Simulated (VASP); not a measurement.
The system is Zn.

```xyz
2
Lattice="2.6510 0.0000 0.0000 -1.3255 2.2958 0.0000 0.0000 0.0000 4.9719" Properties=species:S:1:pos:R:3 pbc="T T T"
Zn    0.0000    1.5305    1.2430
Zn    1.3255    0.7653    3.7290
```

The cell isn't the ideal one: a relaxed cell with its volume scaled by 1.06.

| Quantity | Value |
| --- | --- |
| Program | VASP 6.6.1 |
| Task | relaxation of shape and atoms at fixed volume |
| Functional | PBEsol |
| Potentials or basis | VASP PAW PBE potentials, release 64 (Zn) |
| Cutoff | 600 eV |
| k mesh | 18 × 18 × 8 |
| Occupations | methfessel-paxton, width 0.1 eV |
| Spin | no spin polarisation |

At the start: pressure -4.6 GPa; volume 15.13 Å³/atom.

How do energy, volume and symmetry change on relaxing?

Over 7 steps the energy falls by 3.7 meV/atom; space group P6_3/mmc (No. 194, to 0.05 Å).

Step by step:
```csv
step,energy change (eV),largest force (eV/Å),pressure (GPa)
1,0.0000,0.0000,-4.59
2,-0.0027,0.0000,-4.40
3,-0.0058,0.0000,-4.05
4,-0.0059,0.0000,-3.24
5,-0.0073,0.0000,-3.74
6,-0.0073,0.0000,-3.55
7,-0.0074,0.0000,-3.57
```

Final structure:
```yaml
crystal:
  lattice:
    - [2.61704, 0.00000, 0.00000]
    - [-1.30852, 2.26642, 0.00000]
    - [0.00000, 0.00000, 5.10165]
  atoms:
    - { symbol: Zn, position: [0.33333, 0.66667, 0.25000] }
    - { symbol: Zn, position: [0.66667, 0.33333, 0.75000] }
```

Caveat: the PAW data sets were made with another functional, which shifts forces and pressure a little.
